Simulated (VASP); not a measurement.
Given:

```
CELL_PARAMETERS angstrom
     -2.00684     2.00684     4.24692
      2.00684    -2.00684     4.24692
      2.00684     2.00684    -4.24692
ATOMIC_POSITIONS crystal
  Li 0.00000 0.00000 0.00000
  Ge 0.75000 0.25000 0.50000
  Ge 0.25000 0.75000 0.50000
  Ge 0.50000 0.50000 0.00000
```

Level of theory: PBEsol GGA, VASP's PBE PAW potentials (set 64) (plane waves; VASP). Numerical set-up: 520 eV cut-off, 12×12×12 Γ-centred mesh, tetrahedra with Blöchl corrections, potentials Li_sv Ge_d.

### Question
Tabulate the total density of states (states/eV per cell) against energy (eV; zero at the valence-band maximum or, without a gap, the Fermi level).

### Answer

```
E (eV) | DOS (states/eV)
    -9.98 | ######## 0.50
    -9.38 | ################## 1.16
    -8.90 | ############### 1.00
    -8.30 | ############## 0.90
    -7.70 | ############### 0.98
    -7.22 | ################### 1.27
    -6.62 | #################### 1.33
    -6.02 | ######### 0.58
    -5.54 | #### 0.29
    -4.94 | ###### 0.41
    -4.34 | ############## 0.94
    -3.86 | ######################### 1.61
    -3.26 | ###################### 1.44
    -2.66 | ######################### 1.61
    -2.18 | ######################### 1.63
    -1.58 | ###################### 1.43
    -0.98 | ##################### 1.40
    -0.50 | ######################## 1.60
     0.10 | ################### 1.22
     0.70 | ###################### 1.46
     1.18 | ############################# 1.91
     1.78 | ########################## 1.71
     2.38 | ########################### 1.80
     2.86 | ############################## 1.97
     3.46 | ############################ 1.81
```
Within 2 eV below the Fermi level the largest weight inside VASP's projection spheres is Ge p, then Ge s.

The structure comes from a computed database's LiGe3 entry (I4/mmm); how it stands against other phases isn't given here. It was relaxed first, which changed the volume by -6 %. The electron count is odd and the run is not spin-polarised, which forces a metal.
